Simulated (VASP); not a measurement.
All values below come from revPBE GGA, VASP's PBE PAW potentials (set 64) (plane waves; VASP 6.6.1).

VASP ran on this input.

INCAR:
```
# general
SYSTEM =AgCl
PREC   =Accurate
ENCUT  =520
LREAL  =.FALSE.
LASPH  =.TRUE.
ICHARG =11

# electronic loop
EDIFF  =1E-7
NELM   =100
ALGO   =Normal
LMAXMIX=4

# smearing
ISMEAR =0
SIGMA  =0.05

# functional
GGA    =RE

# output
LWAVE  =.FALSE.
LCHARG =.FALSE.
LORBIT =11
```

File KPOINTS:
```
k-points along high-symmetry lines
15
Line-mode
Reciprocal
  0.000000   0.000000   0.000000 ! GAMMA
  0.500000   0.000000   0.500000 ! X

  0.500000   0.000000   0.500000 ! X
  0.625000   0.250000   0.625000 ! U

  0.375000   0.375000   0.750000 ! K
  0.000000   0.000000   0.000000 ! GAMMA

  0.000000   0.000000   0.000000 ! GAMMA
  0.500000   0.500000   0.500000 ! L

  0.500000   0.500000   0.500000 ! L
  0.500000   0.250000   0.750000 ! W

  0.500000   0.250000   0.750000 ! W
  0.500000   0.000000   0.500000 ! X
```

**POSCAR**
```
AgCl
1
    0.0000000000     2.8589889751     2.8589889751
    2.8589889751     0.0000000000     2.8589889751
    2.8589889751     2.8589889751     0.0000000000
Ag Cl
1 1
Direct
  0.0000000000   0.0000000000   0.0000000000
  0.5000000000   0.5000000000   0.5000000000
```

POTCAR, in this order: Ag Cl (PBE.64 set). Program: vasp_std. Read from the step before: CHGCAR.

What VASP printed:

### OUTCAR
```
 ion  position               nearest neighbor table
   1  0.000  0.000  0.000-   2 2.86   2 2.86   2 2.86   2 2.86   2 2.86   2 2.86
   2  0.500  0.500  0.500-   1 2.86   1 2.86   1 2.86   1 2.86   1 2.86   1 2.86
  LATTYP: Found a face centered cubic cell.
 ALAT       =     5.7179779502
 Subroutine PRICEL returns:
 Original cell was already a primitive cell.
 Subroutine GETGRP returns: Found 48 space group operations
The static configuration has the point symmetry O_h .
The dynamic configuration has the point symmetry O_h .
 Subroutine INISYM returns: Found 48 space group operations
   k-points           NKPTS =     90   k-points in BZ     NKDIM =     90   number of bands    NBANDS=     13
   number of dos      NEDOS =    301   number of ions     NIONS =      2
   total plane-waves  NPLWV =  27000
   dimension x,y,z NGX =    30 NGY =   30 NGZ =   30
   dimension x,y,z NGXF=    60 NGYF=   60 NGZF=   60
   ions per type =               1   1
   PREC   = accura    normal or accurate (medium, high low for compatibility)
   ISTART =      0    job   : 0-new  1-cont  2-samecut
   ICHARG =     11    charge: 1-file 2-atom 10-const
   ISPIN  =      1    spin polarized calculation?
   LNONCOLLINEAR =      F non collinear calculations
   LSORBIT =      F    spin-orbit coupling
   INIWAV =      1    electr: 0-lowe 1-rand  2-diag
   ENCUT  =  520.0 eV  38.22 Ry    6.18 a.u.   7.52  7.52  7.52*2*pi/ulx,y,z
   NELM   =    100;   NELMIN=  2; NELMDL= -5     # of ELM steps
   EDIFF  = 0.1E-06   stopping-criterion for ELM
   LREAL  =      F    real-space projection
   NLSPLINE    = F    spline interpolate recip. space projectors
   LMAXMIX     =    4 max onsite mixed and CHGCAR
   VOSKOWN=      0    Vosko Wilk Nusair interpolation
   EDIFFG = 0.1E-05   stopping-criterion for IOM
   NSW    =      0    number of steps for IOM
   NBLOCK =      1;   KBLOCK =      1    inner block; outer block
   IBRION =     -1    ionic relax: 0-MD 1-quasi-New 2-CG
   NFREE  =      0    steps in history (QN), initial steepest desc. (CG)
   ISIF   =      2    stress and relaxation
   ISYM   =      2    0-nonsym 1-usesym 2-fastsym
   TEIN   =    0.0    initial temperature
   TEBEG  =    0.0;   TEEND  =   0.0 temperature during run
...
```

**OSZICAR**
```
       N       E                     dE             d eps       ncg     rms          rms(c)
DAV:   1     0.101929274685E+03    0.10193E+03   -0.86768E+03  2396   0.122E+03
DAV:   2    -0.510846129826E+00   -0.10244E+03   -0.95879E+02  2830   0.253E+02
DAV:   3    -0.477455253097E+01   -0.42637E+01   -0.42515E+01  2730   0.541E+01
DAV:   4    -0.480930398946E+01   -0.34751E-01   -0.34747E-01  2695   0.545E+00
DAV:   5    -0.480982554597E+01   -0.52156E-03   -0.52155E-03  2740   0.667E-01
DAV:   6    -0.480983614976E+01   -0.10604E-04   -0.10604E-04  2765   0.938E-02
DAV:   7    -0.480983639087E+01   -0.24111E-06   -0.24109E-06  2735   0.143E-02
DAV:   8    -0.480983639583E+01   -0.49592E-08   -0.49582E-08  1883   0.220E-03
   1 F= -.48098364E+01 E0= -.48098364E+01  d E =-.349181E-18
```

**OUTCAR**
```
 val. band max:        2.8133941778   @ k =   0.5000   0.5000   0.5000

 cond. band min:       3.9015435574   @ k =   0.0000   0.0000   0.0000



 k-point     1 :       0.0000    0.0000    0.0000
  band No.  band energies     occupation
      1     -11.7543      2.00000
      2       0.7240      2.00000
      3       0.7240      2.00000
      4       0.7240      2.00000
      5       0.7603      2.00000
      6       0.7603      2.00000
      7       0.8560      2.00000
      8       0.8560      2.00000
      9       0.8560      2.00000
     10       3.9015      0.00000
     11      13.7621      0.00000
     12      13.7621      0.00000
     13      13.7621      0.00000

 k-point     2 :       0.0357    0.0000    0.0357
  band No.  band energies     occupation
      1     -11.7492      2.00000
      2       0.4911      2.00000
      3       0.6633      2.00000
      4       0.6633      2.00000
      5       0.7210      2.00000
      6       0.7621      2.00000
      7       0.9165      2.00000
      8       0.9165      2.00000
      9       1.0853      2.00000
     10       3.9836      0.00000
     11      13.6331      0.00000
     12      13.6899      0.00000
     13      13.6899      0.00000

 k-point     3 :       0.0714    0.0000    0.0714
  band No.  band energies     occupation
      1     -11.7341      2.00000
      2       0.1658      2.00000
      3       0.5680      2.00000
      4       0.5680      2.00000
      5       0.7119      2.00000
      6       0.7676      2.00000
      7       1.0109      2.00000
      8       1.0109      2.00000
      9       1.2995      2.00000
     10       4.2186      0.00000
     11      13.3419      0.00000
     12      13.5205      0.00000
     13      13.5205      0.00000

 k-point     4 :       0.1071    0.0000    0.1071
  band No.  band energies     occupation
      1     -11.7101      2.00000
      2      -0.1500      2.00000
      3       0.4753      2.00000
      4       0.4753      2.00000
...
```

The density is held fixed in this step, so its total energy and stress have no physical meaning.

The compound is AgCl in the rock salt structure. It was relaxed first, which changed the volume by +9 %.
